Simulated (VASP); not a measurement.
An input for Quantum ESPRESSO's pw.x (written as the equivalent of a VASP run, and not itself run):

```
&CONTROL
  calculation = 'vc-relax'
  pseudo_dir = './pseudo'
  outdir = './out'
  tprnfor = .true.
  tstress = .true.
  nstep = 60
  forc_conv_thr = 0.00039
/
&SYSTEM
  ibrav = 0
  nat = 2
  ntyp = 2
  ecutwfc = 84
  occupations = 'smearing'
  smearing = 'gaussian'
  degauss = 0.003675
  input_dft = 'pbe'
  vdw_corr = 'grimme-d3'
  dftd3_version = 4
  dftd3_threebody = .false.
/
&ELECTRONS
  conv_thr = 7.3e-08
  electron_maxstep = 100
/
&IONS
/
&CELL
/
ATOMIC_SPECIES
  Al 26.982 Al.upf
  As 74.922 As.upf
CELL_PARAMETERS angstrom
     0.0000000    2.8300000    2.8300000
     2.8300000    0.0000000    2.8300000
     2.8300000    2.8300000    0.0000000
ATOMIC_POSITIONS crystal
  Al   0.0000000  0.0000000  0.0000000
  As   0.2500000  0.2500000  0.2500000
K_POINTS automatic
  7 7 7 0 0 0
```

**Question.** Translate this input to VASP (INCAR, KPOINTS, POSCAR, choice of POTCAR).

**Answer.** This is not unique; one that fits is 
**KPOINTS**
```
kpoints
0
Gamma
 7 7 7
0 0 0
```

### INCAR
```
! general
SYSTEM  = AlAs
PREC    = Accurate
ENCUT   = 520
LREAL   = .False.
LASPH   = .True.

! electronic loop
EDIFF   = 1E-6
NELM    = 100
ALGO    = Normal
LMAXMIX = 4

! smearing
ISMEAR  = 0
SIGMA   = 0.05

! functional
GGA     = PE
IVDW    = 12

! ions
IBRION  = 2
NSW     = 60
ISIF    = 3
EDIFFG  = -0.01

! output
LWAVE   = .False.
LCHARG  = .False.
```

POSCAR:
```
AlAs
1.0
  0.0000000000   2.8300000000   2.8300000000
  2.8300000000   0.0000000000   2.8300000000
  2.8300000000   2.8300000000   0.0000000000
Al As
1 1
Cartesian
  0.0000000000   0.0000000000   0.0000000000
  1.4150000000   1.4150000000   1.4150000000
```

POTCAR, in this order: Al As (PBE.64 set). Program: vasp_std.

What does not carry over: the potentials are each code's own (VASP's PAW set, PseudoDojo norm-conserving files in pw.x), so ENCUT and ecutwfc are chosen apart and not converted; conv_thr bounds pw.x's estimated SCF error, while EDIFF bounds the energy change between steps; forc_conv_thr acts on force components and is met together with etot_conv_thr.

The compound is AlAs in the zinc blende structure. This run relaxes it. Symmetry was kept, so distortions that lower it aren't found.
